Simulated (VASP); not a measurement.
Crystal: Sn2Ge.

```xyz
12
Lattice="9.0072 0.0427 -0.0441 -2.2333 3.7969 -0.0046 -0.0545 -0.0445 11.1585" Properties=species:S:1:pos:R:3 pbc="T T T"
Sn    6.7220    3.7027    9.7016
Sn    4.5508    0.0775    9.7289
Sn   -0.0725    2.3735    8.5829
Sn    4.3915    2.6157    8.5971
Sn   -2.0874    3.5812    1.4339
Sn    4.2455    0.1595    1.1691
Sn    2.3973    1.0707    2.8800
Sn    6.6916    1.0974    2.6103
Ge    0.1236    2.4652    5.8168
Ge    4.1779    2.5167    6.0961
Ge    2.4415    1.3061    5.1152
Ge    6.9128    1.5621    5.3212
```

The cell was built by a generator and needn't be a form met in nature.

* Program: VASP 6.6.1
* Task: relaxation of cell and atoms
* Functional: PBE
* Potentials or basis: VASP PAW PBE potentials, release 64 (Sn_d, Ge_d)
* Cutoff: 520 eV
* k mesh: 6 × 6 × 2
* Occupations: gaussian, width 0.15 eV
* Spin: no spin polarisation

At the start: pressure 3.1 GPa; volume 31.89 Å³/atom.

Q: Where does the relaxation end?

A: Over 85 steps the energy falls by 260.5 meV/atom and the volume is 32.51 Å³/atom (+1.9 %); space group P1 (No. 1, to 0.05 Å).

The path:
| step | energy change (eV) | largest force (eV/Å) | pressure (GPa) | volume (Å³) |
| --- | --- | --- | --- | --- |
| 1 | 0.0000 | 5.7071 | 3.05 | 382.66 |
| 4 | -2.5503 | 1.0793 | -0.58 | 402.08 |
| 7 | -2.7530 | 0.6639 | -1.74 | 410.90 |
| 10 | -2.9485 | 0.4716 | 1.18 | 397.64 |
| 13 | -3.0221 | 0.2392 | 0.73 | 382.87 |
| 16 | -3.0696 | 0.2580 | -0.17 | 391.61 |
| 19 | -3.0894 | 0.1990 | 0.06 | 389.81 |
| 22 | -3.0980 | 0.1786 | -0.06 | 391.12 |
| 25 | -3.1064 | 0.1540 | -0.19 | 391.60 |
| 28 | -3.1117 | 0.1242 | 0.44 | 387.81 |
| 31 | -3.1174 | 0.0657 | 0.02 | 389.01 |
| 34 | -3.1185 | 0.0997 | 0.11 | 389.27 |
| 37 | -3.1205 | 0.0583 | -0.76 | 390.36 |
| 40 | -3.1203 | 0.0602 | -0.04 | 390.19 |
| 43 | -3.1210 | 0.0461 | 0.12 | 390.09 |
| 46 | -3.1218 | 0.0348 | 0.01 | 390.11 |
| 49 | -3.1220 | 0.0401 | -0.04 | 390.40 |
| 52 | -3.1221 | 0.0428 | 0.05 | 390.59 |
| 55 | -3.1223 | 0.0389 | -0.09 | 390.78 |
| 58 | -3.1227 | 0.0399 | 0.11 | 390.48 |
| 61 | -3.1230 | 0.0411 | -0.03 | 390.57 |
| 64 | -3.1233 | 0.0476 | -0.01 | 390.52 |
| 67 | -3.1234 | 0.0596 | 0.15 | 390.44 |
| 70 | -3.1239 | 0.0601 | -0.02 | 390.51 |
| 73 | -3.1245 | 0.0808 | -0.03 | 390.64 |
| 76 | -3.1246 | 0.0842 | -0.01 | 390.69 |
| 79 | -3.1252 | 0.0562 | 0.06 | 390.54 |
| 82 | -3.1260 | 0.0381 | -0.03 | 390.15 |
| 85 | -3.1260 | 0.0288 | 0.02 | 390.07 |

Final structure:
```
Sn Ge
1.0
     9.01400   -0.00097   -0.00728
    -2.25338    3.90707   -0.00397
    -0.01496   -0.00829   11.07649
Sn Ge
8 4
Direct
  0.00023 0.98895 0.87451
  0.49968 0.00136 0.87343
  0.16609 0.65482 0.77612
  0.66703 0.66878 0.77633
  0.99861 0.98252 0.13228
  0.49808 0.99368 0.13121
  0.33235 0.32827 0.22997
  0.83157 0.31597 0.22955
  0.16910 0.66674 0.53290
  0.66969 0.66804 0.53317
  0.33621 0.33440 0.47328
  0.83564 0.33297 0.47258
```
